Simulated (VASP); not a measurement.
A run of VASP 6.6.1 is set up as follows.

The input INCAR:

```
SYSTEM = Be2Hg
PREC = Accurate ; ENCUT = 520
EDIFF = 1E-7 ; ISMEAR = 0
SIGMA = 0.1 ; LREAL = .False.
LASPH = .True. ; NELM = 80
ALGO = Fast ; ISIF = 2
LWAVE = .False. ; LCHARG = .True.
GGA = PE ; LELF = .True.
LVHAR = .True. ; NBANDS = 15
```

Contents of KPOINTS:

```
Automatic mesh
0
Gamma
  8 8 8
  0 0 0
```

Contents of POSCAR:

```
Be2Hg
1.0
   -1.6416597936      1.6416597936      3.5062518777
    1.6416597936     -1.6416597936      3.5062518777
    1.6416597936      1.6416597936     -3.5062518777
Be Hg
2 1
Direct
    0.3342101100      0.3342101100      0.0000000000
    0.6657898900      0.6657898900      0.0000000000
    0.0000000000      0.0000000000      0.0000000000
```

Potentials or basis: VASP PAW PBE potentials, release 64 (Be, Hg).

Launch:

```bash
$ cat potpaw_PBE.64/Be/POTCAR potpaw_PBE.64/Hg/POTCAR > POTCAR
$ mpirun -np 1 vasp_std > vasp.out
```

(1) What does it give for the largest force?

(2) Estimate the band gap on the k mesh.

(3) Estimate the pressure.

## Answers

(1) 0.243 eV/Å.

(2) none (metal or under the smearing width).

(3) 7.0 GPa.
